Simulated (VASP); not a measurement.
# Si: a series in a change of volume

How do the elastic response and the band edges of Si follow a change of volume?

Program: VASP 6.6.1. Level of theory: LDA; plane waves and PAW (Si), in the first sound run; inputs show where later runs differ. Results are calculated unless marked as measured.

### Step 1. Set-up

Symmetry: Fd-3m, No. 227, cubic system. The conventional cell has a = 5.431 Å, b = 5.431 Å, c = 5.431 Å, α = 90.00°, β = 90.00°, γ = 90.00°. Si has 4 Si at 2.35 Å nearest.

### Step 2. Relax the crystal, LDA

The series starts from the cell that this level prefers, so that zero strain is near zero stress.

This step took 2 runs in a row; the last is shown.

Level: LDA; plane waves and PAW (Si).

Contents of INCAR:

```
SYSTEM = Si
PREC = Accurate
ENCUT = 450
EDIFF = 1E-07
NELM = 120
ISMEAR = 0
SIGMA = 0.02
LREAL = .FALSE.
ALGO = Normal
GGA = CA
NBANDS = 10
LORBIT = 11
LWAVE = .FALSE.
LCHARG = .FALSE.
KPAR = 16
IBRION = 2
NSW = 40
ISIF = 3
EDIFFG = -0.005
POTIM = 0.4
```

Contents of POSCAR:

```
Si
1.0
    0.0000000000      2.7014008243      2.7014008243
    2.7014008243      0.0000000000      2.7014008243
    2.7014008243      2.7014008243      0.0000000000
Si
2
Direct
    0.0000000000      0.0000000000      0.0000000000
    0.2500000000      0.2500000000      0.2500000000
```

Contents of KPOINTS:

```
Automatic mesh
0
Gamma
10 10 10
0 0 0
```

Potentials, in the order of the species: Si (LDA family, release 64).

Launch:

```bash
> mpirun -np 16 vasp_std
```

The program printed:

```text
[banner, memory and clock lines left out]
running   16 mpi-ranks, on    1 nodes
[...]
|                                                                             |
|           W    W    AA    RRRRR   N    N  II  N    N   GGGG   !!!           |
|           W    W   A  A   R    R  NN   N  II  NN   N  G    G  !!!           |
|           W    W  A    A  R    R  N N  N  II  N N  N  G       !!!           |
|           W WW W  AAAAAA  RRRRR   N  N N  II  N  N N  G  GGG   !            |
|           WW  WW  A    A  R   R   N   NN  II  N   NN  G    G                |
|           W    W  A    A  R    R  N    N  II  N    N   GGGG   !!!           |
|                                                                             |
|     For optimal performance we recommend to set                             |
|       NCORE = 2 up to number-of-cores-per-socket                            |
|     NCORE specifies how many cores store one orbital (NPAR=cpu/NCORE).      |
|     This setting can greatly improve the performance of VASP for DFT.       |
[...]
|     Unfortunately you need to use the default for GW and RPA                |
|     calculations (for HF NCORE is supported but not extensively tested      |
|     yet).                                                                   |
|                                                                             |

 LDA part: xc-table for (Slater(with rela. corr.)+CA(PZ))
 , standard interpolation
 POSCAR, INCAR and KPOINTS ok, starting setup
[...]
entering main loop
       N       E                     dE             d eps       ncg     rms          rms(c)
DAV:   1     0.406882481713E+01    0.40688E+01   -0.29265E+03   940   0.545E+02
DAV:   2    -0.117240577802E+02   -0.15793E+02   -0.15019E+02  1370   0.817E+01
DAV:   3    -0.121866801231E+02   -0.46262E+00   -0.46172E+00  1156   0.123E+01
DAV:   4    -0.121903766434E+02   -0.36965E-02   -0.36960E-02  1228   0.142E+00
[...]
DAV:   9    -0.119190083082E+02    0.25935E-04   -0.21563E-04  1186   0.847E-02    0.615E-02
DAV:  10    -0.119190135502E+02   -0.52420E-05   -0.13933E-05  1080   0.238E-02    0.306E-02
DAV:  11    -0.119190134771E+02    0.73134E-07   -0.75385E-07  1174   0.511E-03
   1 F= -.11919013E+02 E0= -.11919013E+02  d E =-.119190E+02
[...]
reached required accuracy - stopping structural energy minimisation
```

Run time: 2.2 s. Hardware: 16 MPI ranks of Intel Xeon 6975P-C (Granite Rapids), shared host; peak memory 2.2 GiB.

The logs omit lines about the potential files and the build; timing stands in the text.

Parts of OUTCAR (step 2):

```text
  Total        0.0006490      0.0006490      0.0006490      0.0000000      0.0000000      0.0000000
  in kB        0.0263728      0.0263728      0.0263728      0.0000000      0.0000000      0.0000000
  external PRESSURE =       0.0263728 kB  Pullay stress =       0.0000000 kB

 POSITION                                       TOTAL-FORCE (eV/Angst)
 -----------------------------------------------------------------------------------
      0.00000      0.00000      0.00000        -0.000000     -0.000000     -0.000000
      1.35070      1.35070      1.35070         0.000000      0.000000      0.000000
 -----------------------------------------------------------------------------------
    total drift:                                0.000000      0.000000     -0.000000

  FREE ENERGIE OF THE ION-ELECTRON SYSTEM (eV)
  ---------------------------------------------------
  free  energy   TOTEN  =       -11.9190134771 eV

  energy  without entropy=      -11.9190134771  energy(sigma->0) =      -11.91901348

 reached required accuracy - stopping structural energy minimisation

[... 3 further parts left out ...]
[key lines of the parts left out:]
E-fermi :   6.0354
```

Read from the output:

```
energy(sigma→0) of the program : -11.9190 eV
stress, compression positive   : xx, yy, zz 0.00, 0.00, 0.00 GPa
volume                         : 39.427 Å³
ionic steps                    : 1
```

### Step 3. Relax at fixed volume, LDA

One member in full: the volume is scaled by 0.97, and the cell is held.

Level: LDA; plane waves and PAW (Si).

INCAR, as its differences from that of step 2:

```diff
@@ -14,7 +14,8 @@
 LCHARG = .FALSE.
-KPAR = 16
+KPAR = 4
 IBRION = 2
 NSW = 40
-ISIF = 3
-EDIFFG = -0.005
+ISIF = 2
+EDIFFG = -0.004
 POTIM = 0.4
+MAXMIX = 40
```

Contents of POSCAR:

```
Si
1.0
    0.0000000000      2.6741120816      2.6741120816
    2.6741120816      0.0000000000      2.6741120816
    2.6741120816      2.6741120816      0.0000000000
Si
2
Direct
    0.0000000000      0.0000000000      0.0000000000
    0.2500000000      0.2500000000      0.2500000000
```

KPOINTS is that of step 2.

Launch:

```bash
> mpirun -np 4 vasp_std
```

The program printed:

```text
[banner, memory and clock lines left out]
running    4 mpi-ranks, on    1 nodes
[...]
LDA part: xc-table for (Slater(with rela. corr.)+CA(PZ))
 , standard interpolation
 POSCAR, INCAR and KPOINTS ok, starting setup
[...]
entering main loop
       N       E                     dE             d eps       ncg     rms          rms(c)
DAV:   1     0.440317498668E+01    0.44032E+01   -0.29606E+03   940   0.546E+02
DAV:   2    -0.117041680420E+02   -0.16107E+02   -0.15327E+02  1314   0.823E+01
DAV:   3    -0.121972417206E+02   -0.49307E+00   -0.49181E+00  1244   0.127E+01
DAV:   4    -0.122005080065E+02   -0.32663E-02   -0.32659E-02  1168   0.127E+00
[...]
DAV:   9    -0.119075863176E+02    0.28722E-04   -0.24066E-04  1184   0.883E-02    0.631E-02
DAV:  10    -0.119075905642E+02   -0.42466E-05   -0.15920E-05  1064   0.250E-02    0.327E-02
DAV:  11    -0.119075904947E+02    0.69452E-07   -0.83581E-07  1152   0.544E-03
   1 F= -.11907590E+02 E0= -.11907590E+02  d E =-.119076E+02
[...]
reached required accuracy - stopping structural energy minimisation
```

Elapsed: 3.8 s, on 4 MPI ranks; peak memory 0.5 GiB.

Parts of OUTCAR (step 3):

```text
  Total        0.7509108      0.7509108      0.7509108     -0.0000000      0.0000000     -0.0000000
  in kB       31.4579275     31.4579275     31.4579275     -0.0000000      0.0000000     -0.0000000
  external PRESSURE =      31.4579275 kB  Pullay stress =       0.0000000 kB

 POSITION                                       TOTAL-FORCE (eV/Angst)
 -----------------------------------------------------------------------------------
      0.00000      0.00000      0.00000         0.000000      0.000000      0.000000
      1.33706      1.33706      1.33706        -0.000000     -0.000000     -0.000000
 -----------------------------------------------------------------------------------
    total drift:                                0.000000      0.000000     -0.000000

  FREE ENERGIE OF THE ION-ELECTRON SYSTEM (eV)
  ---------------------------------------------------
  free  energy   TOTEN  =       -11.9075904947 eV

  energy  without entropy=      -11.9075904947  energy(sigma->0) =      -11.90759049

[... 2 parts as in an earlier step ...]

[... 2 further parts left out ...]
[key lines of the parts left out:]
E-fermi :   6.3674
```

Read from the output:

| Property | Result |
| --- | --- |
| energy(sigma→0) of the program | -11.9076 eV |
| stress, compression positive | xx, yy, zz 3.15, 3.15, 3.15 GPa |
| ionic steps | 1 |

### Step 4. Band edges, TB-mBJ with spin-orbit coupling

Short lines in KPOINTS_OPT sample the zone centre, for masses, and the other valleys.

Level: TB-mBJ, spin-orbit coupling; plane waves and PAW (Si).

TB-mBJ has no energy functional, so the total energy, stress and pressure in this output mean nothing.

Contents of INCAR:

```
SYSTEM = Si
PREC = Accurate
ENCUT = 450
EDIFF = 1E-06
NELM = 150
ISMEAR = 0
SIGMA = 0.02
LREAL = .FALSE.
ALGO = Normal
METAGGA = MBJ
LASPH = .TRUE.
LNONCOLLINEAR = .TRUE.
MAGMOM = 0 0 0 0 0 0
NBANDS = 18
GGA_COMPAT = .FALSE.
LSORBIT = .TRUE.
LWAVE = .FALSE.
LCHARG = .FALSE.
KPAR = 4
```

POSCAR is that of step 3.

Contents of KPOINTS:

```
Automatic mesh
0
Gamma
8 8 8
0 0 0
```

Contents of KPOINTS_OPT:

```
Line mode
6
Line-mode
Reciprocal
  0.00000000   0.00000000   0.00000000
  0.02127991   0.02127991   0.00000000

  0.00000000   0.00000000   0.00000000
  0.00000000  -0.02127991  -0.02127991

  0.31000000   0.31000000   0.00000000
  0.50000000   0.50000000   0.00000000

  0.00000000   0.31000000   0.31000000
  0.00000000   0.50000000   0.50000000

  0.45000000   0.45000000   0.45000000
  0.50000000   0.50000000   0.50000000

  0.45000000   0.00000000   0.00000000
  0.50000000   0.00000000   0.00000000

  0.42500000   0.42500000   0.00000000
  0.42500000   0.44627991   0.02127991

  0.50000000   0.50000000   0.50000000
  0.48495283   0.51504717   0.50000000
```

Launch:

```bash
> mpirun -np 4 vasp_ncl
```

The program printed:

```text
[banner, memory and clock lines left out]
running    4 mpi-ranks, on    1 nodes
[...]
|                                                                             |
|               ----> ADVICE to this user running VASP <----                  |
|                                                                             |
|     You enforced a specific xc type in the INCAR file but a different       |
|     [... a line on the potential file left out ...]
|     I HOPE YOU KNOW WHAT YOU ARE DOING!                                     |
|                                                                             |

 LDA part: xc-table for (None), standard interpolation
 POSCAR, INCAR and KPOINTS ok, starting setup
[...]
entering main loop
       N       E                     dE             d eps       ncg     rms          rms(c)
DAV:   1     0.410610482838E+01    0.41061E+01   -0.26846E+03  1044   0.639E+02
DAV:   2    -0.159360847346E+02   -0.20042E+02   -0.18225E+02  1442   0.109E+02
DAV:   3    -0.167123133318E+02   -0.77623E+00   -0.76835E+00  1300   0.181E+01
DAV:   4    -0.167174450522E+02   -0.51317E-02   -0.51296E-02  1286   0.195E+00
[...]
DAV:  27    -0.141244134576E+02    0.16172E-05   -0.16627E-12   578   0.137E-05    0.578E-06
DAV:  28    -0.141244120276E+02    0.14301E-05   -0.13775E-12   590   0.825E-06    0.110E-06
DAV:  29    -0.141244119869E+02    0.40658E-07   -0.14127E-12   594   0.404E-06
   1 F= -.14124412E+02 E0= -.14124412E+02  d E =-.236396E-28  mag=     0.0000     0.0000    -0.0000
 Start KPOINTS_OPT (optional k-point list driver)
k-point batch [1-29\48]
       N       E                     dE             ncg
DAV:   1     0.109470066055E+04   -0.27093E+04     1044
DAV:   2     0.432455554805E+03   -0.66225E+03     1374
DAV:   3     0.404155261091E+03   -0.28300E+02     1358
DAV:   4     0.403875512405E+03   -0.27975E+00     1266
DAV:   5     0.403872341375E+03   -0.31710E-02     1358
DAV:   6     0.403872281777E+03   -0.59597E-04     1326
DAV:   7     0.403872280314E+03   -0.14632E-05     1204
DAV:   8     0.403872280269E+03   -0.44713E-07      874
k-point batch [30-48\48]
       N       E                     dE             ncg
DAV:   1     0.291375958207E+04   -0.37850E+04      684
DAV:   2     0.250972917850E+04   -0.40403E+03      882
DAV:   3     0.249433670156E+04   -0.15392E+02      926
DAV:   4     0.249422750826E+04   -0.10919E+00      846
DAV:   5     0.249422665104E+04   -0.85723E-03      860
DAV:   6     0.249422664189E+04   -0.91453E-05      842
DAV:   7     0.249422664179E+04   -0.97805E-07      706
```

Run time: 56 s. Hardware: 4 MPI ranks; peak memory 1.1 GiB; 2.5 min of CPU time.

Parts of OUTCAR (step 4):

```text
  LATTYP: Found a face centered cubic cell.
 ALAT       =     5.3482241632

 Subroutine GETGRP returns: Found 48 space group operations
 (whereof 24 operations were pure point group operations)

The static configuration has the point symmetry T_d .
 The point group associated with its full space group is O_h .

 Found     29 irreducible k-points:

   k-points           NKPTS =     29   k-points in BZ     NKDIM =     29   number of bands    NBANDS=     18

   dimension x,y,z NGX =    28 NGY =   28 NGZ =   28
   dimension x,y,z NGXF=    56 NGYF=   56 NGZF=   56

   ENCUT  =  450.0 eV  33.07 Ry    5.75 a.u.   6.54  6.54  6.54*2*pi/ulx,y,z

   NELECT =       8.0000    total number of electrons

 E-fermi :   6.1029

 k-point     1 :       0.0000    0.0000    0.0000
  band No.  band energies     occupation
    ...
      4       5.9055      1.00000
      5       5.9533      1.00000
      6       5.9533      1.00000
      7       5.9533      1.00000
      8       5.9533      1.00000
      9       9.1458      0.00000
     10       9.1458      0.00000
     11       9.1806      0.00000
     12       9.1806      0.00000
     13       9.1806      0.00000
    ...

 k-point     2 :       0.1250    0.0000    0.0000
  band No.  band energies     occupation
    ...
      4       4.4609      1.00000
      5       5.6551      1.00000
      6       5.6551      1.00000
      7       5.6865      1.00000
      8       5.6865      1.00000
      9       9.2082      0.00000
     10       9.2082      0.00000
     11       9.5774      0.00000
     12       9.5774      0.00000
     13       9.6009      0.00000
    ...

  Total       25.0421271     25.0421271     25.0421271      0.0000000     -0.0000000     -0.0000000
  in kB     1049.0905712   1049.0905712   1049.0905712      0.0000000     -0.0000000     -0.0000000
  external PRESSURE =    1049.0905712 kB  Pullay stress =       0.0000000 kB

 POSITION                                       TOTAL-FORCE (eV/Angst)
 -----------------------------------------------------------------------------------
      0.00000      0.00000      0.00000        -0.000000     -0.000000     -0.000000
      1.33706      1.33706      1.33706         0.000000      0.000000      0.000000
 -----------------------------------------------------------------------------------
    total drift:                                0.000000     -0.000000     -0.000000

  FREE ENERGIE OF THE ION-ELECTRON SYSTEM (eV)
  ---------------------------------------------------
  free  energy   TOTEN  =       -14.1244119869 eV

  energy  without entropy=      -14.1244119869  energy(sigma->0) =      -14.12441199

 Spin-Orbit-Coupling matrix elements
 Ion:    1  E_soc:     -0.0003271
 Ion:    2  E_soc:     -0.0003271

[... 1 part as in an earlier step ...]

[... 7 further parts left out ...]
```

### Step 5. Band edges, r2SCAN

Short lines in KPOINTS_OPT sample the zone centre, for masses, and the other valleys.

Level: r2SCAN; plane waves and PAW (Si).

Contents of INCAR:

```
SYSTEM = Si
PREC = Accurate
ENCUT = 450
EDIFF = 1E-06
NELM = 100
ISMEAR = 0
SIGMA = 0.02
LREAL = .FALSE.
ALGO = Normal
METAGGA = R2SCAN
LASPH = .TRUE.
NBANDS = 9
LWAVE = .FALSE.
LCHARG = .FALSE.
KPAR = 4
```

POSCAR is that of step 4.

KPOINTS is that of step 4.

KPOINTS_OPT is that of step 4.

Launch:

```bash
> mpirun -np 4 vasp_std
```

The program printed:

```text
[banner, memory and clock lines left out]
running    4 mpi-ranks, on    1 nodes
[...]
[... a notice as in an earlier step ...]

 LDA part: xc-table for (None), standard interpolation
 POSCAR, INCAR and KPOINTS ok, starting setup
[...]
entering main loop
       N       E                     dE             d eps       ncg     rms          rms(c)
DAV:   1    -0.643290693262E+02   -0.64329E+02   -0.31385E+03   522   0.637E+02
DAV:   2    -0.804773163456E+02   -0.16148E+02   -0.15895E+02   751   0.810E+01
DAV:   3    -0.808228812508E+02   -0.34556E+00   -0.34514E+00   675   0.121E+01
DAV:   4    -0.808247667942E+02   -0.18855E-02   -0.18854E-02   734   0.963E-01
[...]
DAV:  10    -0.796862457503E+02   -0.27753E-04   -0.10580E-05   668   0.307E-02    0.644E-03
DAV:  11    -0.796862495972E+02   -0.38469E-05   -0.10468E-06   564   0.838E-03    0.330E-03
DAV:  12    -0.796862500305E+02   -0.43322E-06   -0.36952E-08   361   0.155E-03
   1 F= -.79686250E+02 E0= -.79686250E+02  d E =-.780177E-30
 Start KPOINTS_OPT (optional k-point list driver)
k-point batch [1-29\48]
       N       E                     dE             ncg
DAV:   1     0.100776891633E+04   -0.32599E+04      522
DAV:   2     0.434003126916E+03   -0.57377E+03      811
DAV:   3     0.421563418070E+03   -0.12440E+02      703
DAV:   4     0.421481198574E+03   -0.82219E-01      732
DAV:   5     0.421480643999E+03   -0.55458E-03      719
DAV:   6     0.421480638383E+03   -0.56154E-05      769
DAV:   7     0.421480638316E+03   -0.67614E-07      626
k-point batch [30-48\48]
       N       E                     dE             ncg
DAV:   1     0.279039180738E+04   -0.45592E+04      350
DAV:   2     0.244146600993E+04   -0.34893E+03      467
DAV:   3     0.243458829585E+04   -0.68777E+01      482
DAV:   4     0.243455648821E+04   -0.31808E-01      507
DAV:   5     0.243455643869E+04   -0.49527E-04      462
DAV:   6     0.243455643860E+04   -0.89882E-07      528
```

It took 16 s on 4 MPI ranks; peak memory 0.58 GiB.

From OUTCAR (step 5):

```text
  Total        1.1805909      1.1805909      1.1805909     -0.0000000      0.0000000     -0.0000000
  in kB       49.4585274     49.4585274     49.4585274     -0.0000000      0.0000000     -0.0000000
  external PRESSURE =      49.4585274 kB  Pullay stress =       0.0000000 kB

 POSITION                                       TOTAL-FORCE (eV/Angst)
 -----------------------------------------------------------------------------------
      0.00000      0.00000      0.00000         0.000000      0.000000     -0.000000
      1.33706      1.33706      1.33706        -0.000000     -0.000000      0.000000
 -----------------------------------------------------------------------------------
    total drift:                                0.000000      0.000000      0.000000

  FREE ENERGIE OF THE ION-ELECTRON SYSTEM (eV)
  ---------------------------------------------------
  free  energy   TOTEN  =       -79.6862500305 eV

  energy  without entropy=      -79.6862500305  energy(sigma->0) =      -79.68625003

[... 1 part as in an earlier step ...]

[... 2 further parts left out ...]
[key lines of the parts left out:]
E-fermi :   6.4652
```

Read from the output:

| Property | Result |
| --- | --- |
| energy(sigma→0) of the program | -79.6863 eV |
| stress, compression positive | xx, yy, zz 4.95, 4.95, 4.95 GPa |

The run ends at a pressure of 4.95 GPa.

(Continued in part 2 of 2.)

[Lines on the potential files, build, host, timing and source positions are cut from VASP's logs without a mark.]

[Logs are printed without paths, hosts, clocks, repeated set-up lines and the standing remarks that a program may print on its own settings, such as how far it seeks lower states.]

[Hosts, paths, dates, database ids (printed as entryN), source tags and the programs' standing remarks are cut or masked in the printed files.]

[In band tables of VASP the shares of atoms and orbitals are scaled to a sum of 1 inside the atoms' spheres.]
